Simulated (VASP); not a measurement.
Output of a VASP run:

### OSZICAR
```
...
DAV:   1     0.984846382011E+02    0.98485E+02   -0.95809E+03  2656   0.150E+03
DAV:   2    -0.275268743909E+02   -0.12601E+03   -0.12080E+03  2682   0.398E+02
DAV:   3    -0.291063975803E+02   -0.15795E+01   -0.15743E+01  3084   0.513E+01
DAV:   4    -0.291167851559E+02   -0.10388E-01   -0.10385E-01  3021   0.422E+00
DAV:   5    -0.291169947444E+02   -0.20959E-03   -0.20958E-03  3263   0.500E-01    0.129E+01
DAV:   6    -0.238691026628E+02    0.52479E+01   -0.64155E+00  2793   0.389E+01    0.310E+00
DAV:   7    -0.241276379318E+02   -0.25854E+00   -0.51521E-01  2709   0.112E+01    0.230E+00
DAV:   8    -0.241330350006E+02   -0.53971E-02   -0.38722E-02  2895   0.275E+00    0.599E-01
DAV:   9    -0.241366649956E+02   -0.36300E-02   -0.21131E-02  2907   0.175E+00    0.185E-01
DAV:  10    -0.241368411731E+02   -0.17618E-03   -0.34499E-03  3000   0.652E-01    0.138E-01
DAV:  11    -0.241369363687E+02   -0.95196E-04   -0.57201E-04  3042   0.353E-01    0.330E-02
DAV:  12    -0.241369952074E+02   -0.58839E-04   -0.76280E-05  2967   0.972E-02    0.304E-02
DAV:  13    -0.241369546926E+02    0.40515E-04   -0.54460E-05  2979   0.113E-01    0.594E-03
DAV:  14    -0.241369689089E+02   -0.14216E-04   -0.69536E-06  3019   0.236E-02    0.152E-03
DAV:  15    -0.241369665469E+02    0.23620E-05   -0.20302E-07  1779   0.556E-03    0.903E-04
DAV:  16    -0.241369679787E+02   -0.14318E-05   -0.41391E-08  1596   0.248E-03    0.604E-04
DAV:  17    -0.241369675332E+02    0.44551E-06   -0.19769E-08  1542   0.147E-03
   1 F= -.24136968E+02 E0= -.24137012E+02  d E =-.241370E+02
       N       E                     dE             d eps       ncg     rms          rms(c)
DAV:   1    -0.241934714990E+02   -0.56504E-01   -0.86798E-01  2799   0.157E+01    0.165E+00
DAV:   2    -0.241331474196E+02    0.60324E-01   -0.14314E-01  2790   0.573E+00    0.304E-01
DAV:   3    -0.241351778780E+02   -0.20305E-02   -0.21018E-03  2817   0.592E-01    0.221E-01
DAV:   4    -0.241352818010E+02   -0.10392E-03   -0.15875E-03  2811   0.580E-01    0.129E-01
DAV:   5    -0.241359624113E+02   -0.68061E-03   -0.45049E-04  2859   0.319E-01    0.330E-02
DAV:   6    -0.241359556162E+02    0.67951E-05   -0.45506E-05  3054   0.799E-02    0.159E-02
DAV:   7    -0.241359929696E+02   -0.37353E-04   -0.32586E-05  2808   0.790E-02    0.561E-03
DAV:   8    -0.241359897244E+02    0.32452E-05   -0.37672E-06  2853   0.259E-02    0.763E-04
DAV:   9    -0.241359917291E+02   -0.20047E-05   -0.17035E-07  1461   0.585E-03    0.524E-04
DAV:  10    -0.241359909220E+02    0.80708E-06   -0.18001E-08  1404   0.184E-03
   2 F= -.24135991E+02 E0= -.24136042E+02  d E =0.976611E-03
       N       E                     dE             d eps       ncg     rms          rms(c)
DAV:   1    -0.241665964925E+02   -0.30605E-01   -0.44825E-01  2814   0.112E+01    0.122E+00
DAV:   2    -0.241357531643E+02    0.30843E-01   -0.71403E-02  2787   0.409E+00    0.195E-01
DAV:   3    -0.241367023006E+02   -0.94914E-03   -0.12369E-03  2832   0.459E-01    0.132E-01
DAV:   4    -0.241368628563E+02   -0.16056E-03   -0.81733E-04  2748   0.420E-01    0.956E-02
DAV:   5    -0.241371351166E+02   -0.27226E-03   -0.32081E-04  2919   0.270E-01    0.145E-02
DAV:   6    -0.241371366636E+02   -0.15470E-05   -0.29813E-05  2955   0.657E-02    0.111E-02
DAV:   7    -0.241371434739E+02   -0.68102E-05   -0.76512E-06  2844   0.372E-02    0.582E-03
DAV:   8    -0.241371434269E+02    0.46940E-07   -0.87713E-07  1613   0.134E-02
   3 F= -.24137143E+02 E0= -.24137190E+02  d E =-.175894E-03
```

**OUTCAR**
```
------------------------ aborting loop because EDIFF is reached ----------------------------------------
  FORCE on cell =-STRESS in cart. coord.  units (eV):
  Direction    XX          YY          ZZ          XY          YZ          ZX
  --------------------------------------------------------------------------------------
  Total        0.0035549      0.0035549      0.0035549      0.0000000      0.0000000     -0.0000000
  in kB        0.4136230      0.4136230      0.4136230      0.0000000      0.0000000     -0.0000000
  external PRESSURE =       0.4136230 kB  Pullay stress =       0.0000000 kB
  volume of cell :       13.77
      direct lattice vectors                 reciprocal lattice vectors
    -0.000000000  1.902396142  1.902396142    -0.262826437  0.262826437  0.262826437
     1.902396142 -0.000000000  1.902396142     0.262826437 -0.262826437  0.262826437
     1.902396142  1.902396142  0.000000000     0.262826437  0.262826437 -0.262826437
 POSITION                                       TOTAL-FORCE (eV/Angst)
 -----------------------------------------------------------------------------------
      0.00000      0.00000      0.00000        -0.000000     -0.000000     -0.000000
 -----------------------------------------------------------------------------------
    total drift:                               -0.000000     -0.000000     -0.000000
  FREE ENERGIE OF THE ION-ELECTRON SYSTEM (eV)
  ---------------------------------------------------
  free  energy   TOTEN  =       -24.1371434269 eV

  energy  without entropy=      -24.1372830763  energy(sigma->0) =      -24.13718998

 reached required accuracy - stopping structural energy minimisation
```
(Selected blocks of OUTCAR.)

**POSCAR**
```
Rh
1
    0.0000000000     1.9000000000     1.9000000000
    1.9000000000     0.0000000000     1.9000000000
    1.9000000000     1.9000000000     0.0000000000
Rh
1
Direct
  0.0000000000   0.0000000000   0.0000000000
```

Task: Reconstruct the remaining input files.

Result: Several could match; the one computed here: the input of the run itself, r2SCAN meta-GGA, plane waves, VASP's PBE PAW potentials (set 64).

INCAR:
```
IBRION = 2   ! conjugate gradients
ENCUT = 520   ! plane-wave cut-off (eV)
LREAL = .FALSE.
NSW = 60   ! most ionic steps
LCHARG = .FALSE.
EDIFFG = -0.01
ISIF = 3
LASPH = .TRUE.   ! aspherical one-centre terms
SIGMA = 0.1   ! width (eV)
ISMEAR = 1   ! Methfessel-Paxton
EDIFF = 1E-6
SYSTEM = Rh
NELM = 100
METAGGA = R2SCAN
LMIXTAU = .TRUE.
ALGO = Normal   ! blocked Davidson
LMAXMIX = 4   ! l cut-off of mixed one-centre charges
LWAVE = .FALSE.
PREC = Accurate
```

KPOINTS:
```
Automatic mesh
0
Gamma
15 15 15
0 0 0
```

POTCAR, in this order: Rh_pv (PBE.64 set). Program: vasp_std.

The compound is Rh in the fcc structure. This run relaxes it. Symmetry was kept, so distortions that lower it aren't found.
